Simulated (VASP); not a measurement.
CdI2 (1T layered): the band gap from VASP (plane waves, PAW) at several levels of theory. Gaps are without spin-orbit coupling. Each level names its cell: its own relaxed one, PBE's, or the starting one. A gap is the smallest over the k-mesh and a band path; hybrids may have named points in place of the path, and GW has the mesh alone. Without a dispersion term in the relaxation, distances and binding between the weakly bound layers, chains or molecules are unreliable, and so is what depends on them.

| level | band gap (eV) |
|---|---|
| LDA (own cell) | 2.22 |
| PBE (own cell) [volume +15 % from the start] | 2.40 |
| PBEsol (own cell) | 2.31 |
| RPBE (own cell) [volume +36 % from the start] | 2.53 |
| AM05 (own cell) [volume +25 % from the start] | 2.48 |
| PBE-D3(BJ) (own cell) | 2.31 |
| HSE06 (PBE cell) [volume +15 % from the start] | 3.40 |
| PBE0 (PBE cell) [volume +15 % from the start] | 4.09 |

The cell of the LDA (own cell) run:

```
CdI2
1.0
    2.08940    -3.61894     0.00000
    2.08940     3.61894     0.00000
    0.00000     0.00000     6.69599
Cd I
1 2
Cartesian
  0.00000   0.00000   0.00000
  2.08940   1.20632   1.68942
  2.08940  -1.20632   5.00657
```

Only levels that ran to the end are used. Left out are those held back, those with too coarse a band path, GW runs whose mesh misses a band edge, hybrids' fits of cells that aren't cubic and levels without matching references; a question may draw on a part of the rest.

The compound is CdI2 in the 1T layered structure.
